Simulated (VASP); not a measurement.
Data:

```xyz
2
Lattice="0.0000 2.8651 2.8651 2.8651 0.0000 2.8651 2.8651 2.8651 0.0000" Properties=species:S:1:pos:R:3 pbc="T T T"
Al     0.0000     0.0000     0.0000
As     1.4326     1.4326     1.4326
```

Level of theory: PW91 GGA, VASP's PBE PAW potentials (set 64) (plane waves; VASP). Numerical set-up: 520 eV cut-off, Gaussian smearing of 0.050 eV, potentials Al As.

Give the energies of bands 2 to 7 at the high-symmetry points, in eV from the valence-band maximum.

```tsv
band	Γ	X	U	L	W
2	0.00	-5.30	-5.06	-5.40	-4.98
3	0.00	-2.09	-3.26	-0.80	-3.04
4	0.00	-2.09	-1.73	-0.80	-2.70
5	1.78	1.51	2.26	2.02	4.32
6	4.24	2.30	4.89	4.67	5.46
7	4.24	10.05	8.01	4.67	5.58
```

The gap is indirect, 1.51 eV, from the valence maximum at Γ to the conduction minimum at X.

Measured: gap 2.28 eV (computed value off by -0.77 eV), as given by Wei Chen et al., Physical Review Materials (2018), doi:10.1103/physrevmaterials.2.073803 [zero-point renormalisation of 0.04 eV added back (the table's ZPR column)].

The compound is AlAs in the zinc blende structure. It was relaxed first.
